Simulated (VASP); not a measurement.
VASP input:

POSCAR:
```
CdSe
1
    2.2364590117    -3.8736603914     0.0000000000
    2.2364590117     3.8736603914     0.0000000000
    0.0000000000     0.0000000000     7.2934889370
Cd Se
2 2
Direct
  0.6666670000   0.3333330000   0.4999720194
  0.3333330000   0.6666670000   0.9999720194
  0.6666670000   0.3333330000   0.8760279806
  0.3333330000   0.6666670000   0.3760279806
```

**KPOINTS**
```
Automatic mesh
0
Gamma
6 6 4
0 0 0
```

### INCAR
```
ALGO  =  Normal
EDIFF  =  1E-7
ENCUT  =  480
GGA  =  PS
ISIF  =  2
ISMEAR  =  0
LASPH  =  .TRUE.
LCHARG  =  .FALSE.
LMAXMIX  =  4
LREAL  =  .FALSE.
LWAVE  =  .FALSE.
NELM  =  100
PREC  =  Accurate
SIGMA  =  0.05
SYSTEM  =  CdSe
```

POTCAR, in this order: Cd Se (PBE.64 set). Program: vasp_std.

Q: Write an equivalent input for Ansatz.

A: One equivalent input (not run):
Ansatz 0.2 input:
```yaml
crystal:
  lattice:
    - [2.2364590, -3.8736604, 0.0000000]
    - [2.2364590, 3.8736604, 0.0000000]
    - [0.0000000, 0.0000000, 7.2934889]
  atoms:
    - { symbol: Cd, position: [0.6666670, 0.3333330, 0.4999720] }
    - { symbol: Cd, position: [0.3333330, 0.6666670, 0.9999720] }
    - { symbol: Se, position: [0.6666670, 0.3333330, 0.8760280] }
    - { symbol: Se, position: [0.3333330, 0.6666670, 0.3760280] }
kpoints:
  mp_grid: { grid: [6, 6, 4] }
hamiltonian:
  xc: pbesol
  pseudopotentials: { kind: paw }
scf:
  occupations: { method: gaussian, width: 0.05 }
  max_iter: 100
output: { forces: true, stress: true, eigenvalues: true }
```
What does not carry over: each code has its own PAW files, so the cut-off isn't converted (ENCUT is set for VASP's; basis.ecutwfc is left out, and Ansatz then takes the one that its files recommend); Ansatz stops its SCF on the density residual and VASP on the energy change (EDIFF).

The compound is CdSe in the wurtzite structure. This cell was strained or had an atom moved on purpose.
